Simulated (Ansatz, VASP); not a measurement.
# Cross-check of SbAs between VASP and Ansatz

Aim: how closely do two programs agree when they are given the same cell, functional and k mesh? The cell is taken from a series of runs on this material, whose earlier steps may have relaxed, scaled, displaced or heated it; both programs get it as it stands.

Program: Ansatz 0.2.0. Level of theory: plane waves, with VASP 6.6.1 beside it; relaxation of cell and atoms at PBEsol. Results are calculated unless marked as measured.

### 1. The starting structure

Symmetry: R3m, No. 160, trigonal system. Conventional cell: a = 4.055 Å, b = 4.055 Å, c = 10.539 Å, α = 90.00°, β = 90.00°, γ = 120.00°. Nearest to Sb lie 6 As at 2.73 to 3.14 Å. As has 6 Sb at 2.73 to 3.14 Å nearest. Farther neighbours are not listed.

Structure file:

```xyz
2
Lattice="2.0275 1.1706 3.5128 -2.0275 1.1706 3.5128 0.0000 -2.3411 3.5128" Properties=species:S:1:pos:R:3 pbc="T T T"
Sb    0.0000    0.0000    2.4634
As    0.0000    0.0000    8.0752
```

### 2. VASP: relaxation of cell and atoms, PBEsol

The relaxed volume is the usual yardstick between codes: in a stiff, nearly cubic crystal its relative difference is about their pressure difference at one cell divided by the bulk modulus.

Lines of VASP's logs that name or quote its potential files are left out, and so is its time.

The input, INCAR:

```
SYSTEM = SbAs
PREC = Accurate
ENCUT = 500
EDIFF = 1E-07
NELM = 120
ISMEAR = 1
SIGMA = 0.2
LREAL = .FALSE.
ALGO = Normal
GGA = PS
NBANDS = 11
LORBIT = 11
LWAVE = .FALSE.
LCHARG = .FALSE.
ISIF = 3
IBRION = 2
NSW = 80
EDIFFG = -0.005
LASPH = .TRUE.
GGA_COMPAT = .FALSE.
NELMIN = 4
KPAR = 2
```

The input, POSCAR:

```
SbAs
1.0
    2.0274780000      1.1705650000      3.5128500000
   -2.0274780000      1.1705650000      3.5128500000
    0.0000000000     -2.3411300000      3.5128500000
Sb As
1 1
Direct
    0.2337473372      0.2337473372      0.2337473372
    0.7662505753      0.7662505753      0.7662505753
```

The input, KPOINTS:

```
Automatic mesh
0
Gamma
15 15 15
0 0 0
```

PAW data sets: Sb and As (PBE family, release 64).

Started as:

```console
mpirun -np 2 vasp_std
```

Numbers of over 12 decimals in the logs are rounded to 6 here.

Output:

```text
[banner, memory and clock lines left out]
running    2 mpi-ranks, on    1 nodes
 distrk:  each k-point on    1 cores,    2 groups
 distr:  one band on    1 cores,    1 groups

 POSCAR found type information on POSCAR SbAs
 POSCAR found :  2 types and       2 ions
|                                                                             |
|               ----> ADVICE to this user running VASP <----                  |
|                                                                             |
|     You enforced a specific xc type in the INCAR file but a different       |
|     [... a line on the potential file left out ...]
|     I HOPE YOU KNOW WHAT YOU ARE DOING!                                     |
|                                                                             |

 LDA part: xc-table for (Slater+PW92), standard interpolation
 POSCAR, INCAR and KPOINTS ok, starting setup
 FFT: planning ... GRIDC
 FFT: planning ... GRID_SOFT
 FFT: planning ... GRID
 WAVECAR not read
 entering main loop
       N       E                     dE             d eps       ncg     rms          rms(c)
DAV:   1     0.327115897990E+02    0.32712E+02   -0.38014E+03  7568   0.715E+02
DAV:   2    -0.785180642985E+01   -0.40563E+02   -0.39217E+02 10424   0.114E+02
DAV:   3    -0.974650178655E+01   -0.18947E+01   -0.18734E+01  9190   0.278E+01
DAV:   4    -0.976138985392E+01   -0.14888E-01   -0.14886E-01  8550   0.287E+00
DAV:   5    -0.976151679010E+01   -0.12694E-03   -0.12694E-03  8885   0.292E-01    0.312E+00
DAV:   6    -0.969611621720E+01    0.65401E-01   -0.22463E-01  8021   0.164E+00    0.190E+00
DAV:   7    -0.969031979067E+01    0.57964E-02   -0.29057E-02  8867   0.848E-01    0.667E-01
DAV:   8    -0.968888691576E+01    0.14329E-02   -0.35290E-03  8093   0.287E-01    0.811E-02
DAV:   9    -0.968886750894E+01    0.19407E-04   -0.52739E-04  8297   0.123E-01    0.452E-02
DAV:  10    -0.968886830728E+01   -0.79834E-06   -0.25836E-05  9005   0.329E-02    0.212E-02
DAV:  11    -0.968886771635E+01    0.59093E-06   -0.14469E-05  8207   0.157E-02    0.369E-03
DAV:  12    -0.968886752987E+01    0.18648E-06   -0.10958E-06  8468   0.638E-03    0.279E-03
DAV:  13    -0.968886754119E+01   -0.11326E-07   -0.44455E-08  4474   0.130E-03
   1 F= -.96888675E+01 E0= -.96893660E+01  d E =-.968887E+01
[...]
2 F= -.96889831E+01 E0= -.96894892E+01  d E =-.115558E-03
[...]
3 F= -.96890407E+01 E0= -.96895439E+01  d E =-.173166E-03
[...]
4 F= -.96890894E+01 E0= -.96895938E+01  d E =-.487108E-04
 ZBRENT: can't locate minimum, use default step
 trial-energy change:   -0.000049  1 .order   -0.000049   -0.000055   -0.000042
 step:   3.7041(harm=  3.8879)  dis= 0.00376  next Energy=    -9.689156 (dE=-0.116E-03)
 bond charge predicted
       N       E                     dE             d eps       ncg     rms          rms(c)
DAV:   1    -0.968923024287E+01   -0.14078E-03   -0.13036E-02  8126   0.586E-01    0.464E-02
DAV:   2    -0.968919102862E+01    0.39214E-04   -0.40560E-04  8327   0.130E-01    0.288E-02
DAV:   3    -0.968915306152E+01    0.37967E-04   -0.80167E-05  8144   0.445E-02    0.624E-03
DAV:   4    -0.968915254922E+01    0.51229E-06   -0.28988E-06  8923   0.107E-02    0.491E-03
DAV:   5    -0.968915241400E+01    0.13522E-06   -0.17565E-07  5446   0.252E-03    0.216E-03
DAV:   6    -0.968915235359E+01    0.60409E-07   -0.54827E-08  4264   0.151E-03
   5 F= -.96891524E+01 E0= -.96896601E+01  d E =-.111646E-03
 curvature:  -2.11 expect dE=-0.977E-05 dE for cont linesearch -0.368E-08
 trial: gam= 0.10722 g(F)=  0.204E-06 g(S)=  0.442E-05 ort = 0.336E-06 (trialstep = 0.148E+01)
 search vector abs. value=  0.544E-05
 reached required accuracy - stopping structural energy minimisation
```

OUTCAR, selected parts (step 2):

```text
ion  position               nearest neighbor table
   1  0.234  0.234  0.234-   2 2.73   2 2.73   2 2.73   2 3.14   2 3.14   2 3.14
   2  0.766  0.766  0.766-   1 2.73   1 2.73   1 2.73   1 3.14   1 3.14   1 3.14

  LATTYP: Found a trigonal (rhomboedric) cell.
 ALAT       =     4.2214931697
 COS(alpha) =     0.5386716659

 Subroutine GETGRP returns: Found  6 space group operations
 (whereof  6 operations were pure point group operations)

The static configuration has the point symmetry C_3v.

 Found    344 irreducible k-points:

   k-points           NKPTS =    344   k-points in BZ     NKDIM =    344   number of bands    NBANDS=     11

   dimension x,y,z NGX =    32 NGY =   32 NGZ =   32
   dimension x,y,z NGXF=    64 NGYF=   64 NGZF=   64

   ENCUT  =  500.0 eV  36.75 Ry    6.06 a.u.   7.70  7.70  7.70*2*pi/ulx,y,z

   NELECT =      10.0000    total number of electrons

 k-points in reciprocal lattice and weights: Automatic mesh
   0.00000000  0.00000000  0.00000000       0.000
   0.06666667 -0.00000000  0.00000000       0.002
   0.13333333  0.00000000 -0.00000000       0.002
   0.20000000 -0.00000000  0.00000000       0.002
   0.26666667  0.00000000 -0.00000000       0.002
   0.33333333  0.00000000 -0.00000000       0.002
   0.40000000 -0.00000000  0.00000000       0.002
   0.46666667  0.00000000  0.00000000       0.002
   0.06666667  0.06666667  0.00000000       0.002
[...]
0.46666667  0.46666667  0.46666667       0.001
  -0.46666667  0.46666667  0.46666667       0.002

 average (electrostatic) potential at core
       1 -86.2704       2 -48.1581

 E-fermi :   6.6337

 k-point     1 :       0.0000    0.0000    0.0000
  band No.  band energies     occupation
      1      -7.2044      2.00000
      2       1.5445      2.00000
      3       4.5369      2.00000
      4       4.7556      2.00000
      5       4.7556      2.00000
      6       9.1579     -0.00000
      7       9.8488     -0.00000
      8       9.8488     -0.00000
      9      12.2953      0.00000
     10      12.2953      0.00000
    ...

 k-point     2 :       0.0667   -0.0000    0.0000
  band No.  band energies     occupation
      1      -7.1511      2.00000
      2       1.2952      2.00000
      3       4.5589      2.00000
      4       4.7430      2.00000
      5       4.8544      2.00000
      6       9.1227     -0.00000
      7       9.6859     -0.00000
      8       9.7036     -0.00000
      9      12.0304      0.00000
     10      12.2898      0.00000
    ...

 k-point     3 :       0.1333    0.0000   -0.0000
  band No.  band energies     occupation
      1      -6.9919      2.00000
      2       0.6695      2.00000
      3       4.5659      2.00000
      4       4.7110      2.00000
      5       5.1076      2.00000
      6       8.9373     -0.00000
      7       9.2760     -0.00000
      8       9.3064     -0.00000
      9      11.7238      0.00000
     10      12.2794      0.00000
    ...

  Total        0.0087828      0.0087828     -0.0053842      0.0000000      0.0000000      0.0000000
  in kB        0.2812921      0.2812921     -0.1724444      0.0000000      0.0000000      0.0000000
  external PRESSURE =       0.1300466 kB  Pullay stress =       0.0000000 kB

  energy-cutoff  :      500.00
  volume of cell :       50.02
      direct lattice vectors                 reciprocal lattice vectors
     2.029657708  1.171823455  3.505490048     0.246346957  0.142228478  0.095088940
    -2.029657708  1.171823455  3.505490048    -0.246346957  0.142228478  0.095088940
     0.000000000 -2.343646911  3.505490048     0.000000000 -0.284456956  0.095088940

 POSITION                                       TOTAL-FORCE (eV/Angst)
 -----------------------------------------------------------------------------------
      0.00000      0.00000      2.46336         0.000000      0.000000     -0.001455
      0.00000      0.00000      8.05309         0.000000     -0.000000      0.001455
 -----------------------------------------------------------------------------------
    total drift:                                0.000000      0.000000      0.000162

  FREE ENERGIE OF THE ION-ELECTRON SYSTEM (eV)
  ---------------------------------------------------
  free  energy   TOTEN  =        -9.6891523536 eV

  energy  without entropy=       -9.6906757064  energy(sigma->0) =       -9.68966014

 reached required accuracy - stopping structural energy minimisation

 total charge
# of ion       s       p       d       tot
------------------------------------------
    1        1.230   1.096   0.046   2.371
    2        1.292   1.382   0.038   2.713
--------------------------------------------------
tot          2.522   2.477   0.084   5.084

[... 3 further parts left out ...]
```

CONTCAR:

```
SbAs
   1.00000000000000
     2.0296577083842644    1.1718234553220188    3.5054900484864402
    -2.0296577083842644    1.1718234553220188    3.5054900484864402
     0.0000000000000000   -2.3436469106440376    3.5054900484864402
  Sb              As
     1     1
Direct
     0.2342380007054917    0.2342380007054917    0.2342380007054917
     0.7657599117945079    0.7657599117945079    0.7657599117945079
```

The run keeps the 6 symmetry operations of its start, so it cannot find a distortion of lower symmetry.

### 3. Ansatz: relaxation of cell and atoms, PBEsol

Ansatz runs on its default PAW (the set named soft_2) files.

The same cell, functional, mesh and smearing now go to Ansatz, which takes its cutoff from its data sets.

The input, input.yaml:

```yaml
crystal:
  lattice:
    - [2.0274778854, 1.1705649029, 3.5128497723]
    - [-2.0274778854, 1.1705649029, 3.5128497723]
    - [0.0, -2.3411298059, 3.5128497723]
  atoms:
    - { symbol: Sb, position: [0.2337473978, 0.2337473978, 0.2337473978] }
    - { symbol: As, position: [0.7662506022, 0.7662506022, 0.7662506022] }
kpoints:
  mp_grid: { grid: [15, 15, 15] }
hamiltonian:
  xc: pbesol
scf:
  occupations: { method: methfessel_paxton, width: 0.2 }
output:
  forces: true
  stress: true
  eigenvalues: true
relax:
  adjacent_minimum: "off"
  f_tol: 0.001
  max_steps: 60
  cell: { stress_tol: 0.01 }
```

Started as:

```console
ansatz run input.yaml --threads 4 --pin off --max-ram 14336MiB --backend cpu --events-out ev --progress --plain --runs-dir out
```

Output:

```text
Engine: ansatz 0.2.0, aarch64-unknown-linux-gnu
Pseudopotentials: kind: paw
Pseudopotential: Sb, paw, valence charge 15, recommended cutoff 420 eV (normal), Sb.paw.azcp
Pseudopotential: As, paw, valence charge 15, recommended cutoff 420 eV (normal), As.paw.azcp
Functional definition: PBEsol
  exchange = pbesol_x
  correlation = pbesol_c
Crystal: 2 atoms, lattice volume = 50.022 Å³
Basis set: ecut = 420 eV, 965 PW (Γ), exchange–correlation on 60×60×60 points (8 copies of the dense FFT grid, shifted against one another)
Bands: 19, of which v1, the nominal top of the filled ones, is band 15 counted from 1 (14 counted from 0)
Symmetry: 6 space group operations
Space group: R3m (ITA 160), of the structure as read, at distance tolerance 3.7e-5 Å
k-points: 344 of 3375 (time reversal used)
Non-local potential: Sb, projectors of the file, l = 0: 2, l = 1: 2, l = 2: 2, l = 3: 2
Non-local potential: As, projectors of the file, l = 0: 2, l = 1: 2, l = 2: 3, l = 3: 1
PAW form: soft (Blöchl's): semilocal exchange-correlation on the pseudo side does not see the compensation charge
PAW frozen core: Sb, regenerated for the run's functional, and the local potential with it (the file was generated under x = pbe(κ = 0.804, μ = 0.219515), c = pbe(β = 0.066725))
PAW frozen core: As, regenerated for the run's functional, and the local potential with it (the file was generated under x = pbe(κ = 0.804, μ = 0.219515), c = pbe(β = 0.066725))
PAW one-centre angular grid: Sb, 590 points (default); XC on 64 Gauss nodes
PAW one-centre angular grid: As, 590 points (default); XC on 64 Gauss nodes
Initial density: superposition of atomic densities (neutral atoms: chi_scale 0, normalization atom), corrected by the library's trained network
Initial wavefunctions: pseudopotential atomic-orbital guess
Functional: x = pbesol(κ = 0.804, μ = 0.123457), c = pbesol(β = 0.046)
SCF iter   1: F=—  HF=-11221.129585 eV  |F-HF|=—  |Δ(HF+E_count)|=         —  Δρ=3.32e-3  dr2=9.02e-3  ethr=1.77e-3  ⟨swp⟩=5.2  Hψ=30927  notcnv=0
preconditioner: auto → Kerker (q_TF=auto, 2.505 Å⁻¹)  [metal: Δε(μ)=0.027 eV  Ē_g=9.431 eV  σ=0.200 eV  W_gap=0.11  n_scr=14 (ndim 8)  ℏωp=16.6 eV  f_vac=0.002  D(μ)=0.15/eV (n_scr^D=0)]
SCF iter   2: F=—  HF=-11221.126326 eV  |F-HF|=—  |Δ(HF+E_count)|=   3.26e-3  S|Δr|=    0.00e0  Δρ=1.86e-3  dr2=2.15e-3  ethr=3.01e-5  ⟨swp⟩=2.1  Hψ=12399  notcnv=0
SCF iter   3: F=—  HF=-11221.125780 eV  |F-HF|=—  |Δ(HF+E_count)|=   5.46e-4  S|Δr|=    0.00e0  Δρ=4.77e-4  dr2=1.81e-4  ethr=7.16e-6  ⟨swp⟩=2.3  Hψ=10074  notcnv=0
SCF iter   4: F=—  HF=-11221.125743 eV  |F-HF|=—  |Δ(HF+E_count)|=   3.64e-5  S|Δr|=    0.00e0  Δρ=2.23e-4  dr2=2.49e-5  ethr=6.04e-7  ⟨swp⟩=2.8  Hψ=11185  notcnv=0
SCF iter   5: F=—  HF=-11221.125744 eV  |F-HF|=—  |Δ(HF+E_count)|=   8.40e-7  S|Δr|=    0.00e0  Δρ=6.90e-5  dr2=2.93e-6  ethr=8.30e-8  ⟨swp⟩=2.0  Hψ=9979  notcnv=0
SCF iter   6: F=—  HF=-11221.125744 eV  |F-HF|=—  |Δ(HF+E_count)|=   3.24e-7  S|Δr|=    0.00e0  Δρ=2.88e-5  dr2=4.55e-7  ethr=9.77e-9  ⟨swp⟩=2.0  Hψ=11700  notcnv=0
SCF iter   7: F=-11221.125743 eV  HF=-11221.125743 eV  |F-HF|=1.23e-9  |Δ(HF+E_count)|=   2.01e-7  S|Δr|=    0.00e0  Δρ=9.64e-6  dr2=5.60e-8  ethr=3.33e-10  ⟨swp⟩=6.0  Hψ=32238  notcnv=0
SCF 1 converged in 7 iterations: F = -11221.125743 eV  dr2 = 5.60e-8
  greatest PAW one-centre occupation: 0.999 electrons in one spin orbital (limit 2), on the As atom at site 1 (counted from 0), in its partial waves of l = 2
relax step   1: F+E_penalty+E_count = -11221.12574348 eV  Δ(F+E_penalty+E_count) = +0.000e0 eV  max|allowed force component| = 3.075e-3 eV/Å  Δτ_max = 0.0000 Å  P = -0.003 GPa  Ω = 50.022 Å³  (7 SCF iters, dr2 threshold 1.00e-7 eV, accepted)
[...]
relax step   2: F+E_penalty+E_count = -11221.12574298 eV  Δ(F+E_penalty+E_count) = +5.042e-7 eV  max|allowed force component| = 4.837e-3 eV/Å  Δτ_max = 0.0007 Å  P = +0.001 GPa  Ω = 50.030 Å³  energy of the carried Pulay correction = -1.580e-6 eV  (4 SCF iters, dr2 threshold 2.55e-9 eV, accepted)
[...]
relax step   3: F+E_penalty+E_count = -11221.12574742 eV  Δ(F+E_penalty+E_count) = -4.444e-6 eV  max|allowed force component| = 6.757e-4 eV/Å  Δτ_max = 0.0004 Å  P = +0.001 GPa  Ω = 50.021 Å³  energy of the carried Pulay correction = +1.405e-7 eV  (4 SCF iters, dr2 threshold 1.46e-9 eV, accepted)
[...]
relax step   4: F+E_penalty+E_count = -11221.12574780 eV  Δ(F+E_penalty+E_count) = -3.836e-7 eV  max|allowed force component| = 6.730e-4 eV/Å  Δτ_max = 0.0000 Å  P = +0.001 GPa  Ω = 50.021 Å³  stress off target by 2.41e-3 GPa  SCF on the basis re-selected at this cell (its energy is not comparable with the rows above)  (6 SCF iters)
basis re-selected at this cell: Δ(F+E_penalty+E_count) = -3.836e-7 eV, ΔP = -0.000 GPa vs the last step (what re-selecting the basis moved, of the pressure what is left beyond the Pulay correction that the steps carried, after the strain that the cell walked since its last selection, with what the two solves' SCF thresholds leave and, on support functions, any second-order correction that the steps lacked; it is no m [...]
SCF converged after 6 iterations
Stability not checked: this state was not tested for a lower state beside it, because cold or Methfessel-Paxton smearing, or corrected tetrahedra, fill the levels in a way that the test cannot read (fill_not_monotonic; see scf.lower_state_search)
Free energy (F): -11221.125748 eV
Harris-Foulkes:  -11221.125748 eV  (|F-HF|=3.64e-12)
Internal energy: -11221.127197 eV  (E = F + TS)
E sigma→0 (E₀):  -11221.126110 eV
Entropy (-TS):   0.001450 eV (0.725 meV/atom)
Fermi energy:    10.605046 eV
Step filling:    the computed levels leave a gap of 0.0166 eV = 0.1 smearing widths at the electron count; against every level under it full and every level over it empty, smearing changes F+E_penalty+E_count by +0.025 meV and its σ→0 estimate by -0.337 meV
--- Per-component energies (eV) ---
  E_band       = -392.786447
  E_kinetic    = 310.277229
  E_local      = -3226.559832  (includes V_loc(G=0)·N_el)
  E_nonlocal   = -304.491245
  E_hartree    = 1632.880885
  E_xc         = -216.472003
  E_vxc        = -176.194096  (∫ρ·V_xc dr)
  E_paw        = -6291.822681  (= ΣΔE_a)
  E_vpaw       = -261.580278  (= ΣTr[D̂ρ^β])
  E_aug_tail   = 0.000006  (compensation charges beyond the density's cutoff)
  E_ewald      = -3126.237843
  E_core_change = 1.298286  (= ΣΔE_core)
  E_smearing   = 0.001450  (= −TS)
  E_closure    = 0.000000  (closes the sum)
  Σ components = -11221.125748   (vs F -11221.125748, Δ=0.00e0)
--- Forces (eV/Å), atoms counted from 1 ---
  atom   1  Sb     0.00000000    -0.00000000     0.00067295
  atom   2  As     0.00000000     0.00000000    -0.00067297
  max |Σ_I F_I| component: 1.56e-8 eV/Å
--- Stress (GPa, compression-positive) ---
        0.002097      -0.000000       0.000000
       -0.000000       0.002097       0.000000
       -0.000000       0.000000      -0.002410
  P = ⅓ Tr σ = 0.0006 GPa (0.006 kbar)
--- Band table (eV; the first three rows and the last of 344) ---
  k-point 0: bands = [... 11 lower, 5.4864, 8.5011, 8.7234, 8.7234, 13.0938, 13.8047, 13.8047, 16.3441]
  k-point 1: bands = [... 11 lower, 5.2406, 8.5233, 8.7099, 8.8168, 13.0655, 13.6416, 13.6641, 16.0597]
  k-point 2: bands = [... 11 lower, 4.6211, 8.5281, 8.6751, 9.0619, 12.8937, 13.2355, 13.2769, 15.7330]
  k-point 343: bands = [... 11 lower, 1.0310, 8.3489, 8.9851, 10.2672, 10.9417, 11.1611, 12.6104, 18.1404]
--- Relaxed structure (3 steps of the walk, 3 accepted, 1 SCFs on fresh bases) ---
  F+E_penalty+E_count = -11221.12574780 eV   max|allowed force component| = 6.730e-4 eV/Å   (the final SCF, on the basis selected at the relaxed cell)
  cell:  # Å, volume = 50.0215 Å³
    - [2.027894, 1.170805, 3.511362]
    - [-2.027894, 1.170805, 3.511362]
    - [0, -2.341610, 3.511362]
  atoms:
    - { symbol: Sb, position: [0.233724, 0.233724, 0.233724] }
    - { symbol: As, position: [0.766274, 0.766274, 0.766274] }
```

### 4. Side by side

Known differences besides the potentials themselves: the data sets hold 30 valence electrons in Ansatz (on its default PAW (the set named soft_2) files) and 10 in VASP; the cutoff is 420 eV in Ansatz and 500 eV in VASP; Ansatz makes its cores anew for this functional, VASP keeps those of its PBE data sets; Ansatz adds a Pulay correction to the stress that steers its cell, VASP none. Total energies have different zeros and are not compared.

Compared:

| quantity | Ansatz | VASP | difference |
| --- | --- | --- | --- |
| volume (Å³) | 50.02 | 50.02 | -0.01 % |
| edge a after relaxation, in the typed setting (Å) | 4.221 | 4.217 | +0.09 % |

### 5. Outcome

| Quantity | Value |
| --- | --- |
| difference in edge a after relaxation, in the typed setting (relaxation of cell and atoms, PBEsol) | 0.088 % |

The difference in edge a after relaxation, in the typed setting is 0.088 % (relaxation of cell and atoms, PBEsol), within the 1.2 % picked in this series as the mark of a large difference, as far as the stopping tolerances let one tell. The data sets hold unlike numbers of valence electrons (30 in Ansatz and 10 in VASP), so part of the differences comes from the potentials. Such differences can come from data sets, numerical settings and the points named under the comparisons, not from the functional's error against experiment.

[Lines on the potential files, build, host, timing and source positions are cut from VASP's logs without a mark.]

[Logs are printed without paths, hosts, clocks, repeated set-up lines and the standing remarks that a program may print on its own settings, such as how far it seeks lower states.]

[Hosts, paths, dates, database ids (printed as entryN), source tags and the programs' standing remarks are cut or masked in the printed files.]
